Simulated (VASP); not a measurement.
Mg2Si (antifluorite): the cohesive energy from VASP (plane waves, PAW) at several levels of theory. Atoms are spin-polarised in a large box without symmetry, with the spin fixed by Hund's rule, and may not be in the lowest state of each functional; no zero-point energy is added.

```csv
level,cohesive energy (eV/atom)
LDA,3.17
PBE,2.70
```

The cell of the LDA run:

```cif
data_Mg8Si4
_chemical_formula_sum 'Mg8 Si4'
_space_group_name_H-M_alt 'Fm-3m'
_space_group_IT_number 225
_space_group_name_Hall '-F 4 2 3'
_cell_length_a 6.25015
_cell_length_b 6.25015
_cell_length_c 6.25015
_cell_angle_alpha 90.000
_cell_angle_beta 90.000
_cell_angle_gamma 90.000
loop_
_atom_site_label
_atom_site_type_symbol
_atom_site_symmetry_multiplicity
_atom_site_Wyckoff_symbol
_atom_site_fract_x
_atom_site_fract_y
_atom_site_fract_z
_atom_site_occupancy
Mg1 Mg 8 c 0.25000 0.25000 0.25000 1
Si1 Si 4 a 0.00000 0.00000 0.00000 1
```
(The calculation used a cell of 3 atoms; values per cell refer to that cell.)

Only levels that ran to the end are used. Left out are those held back, those with too coarse a band path, GW runs whose mesh misses a band edge, hybrids' fits of cells that aren't cubic and levels without matching references; a question may draw on a part of the rest.
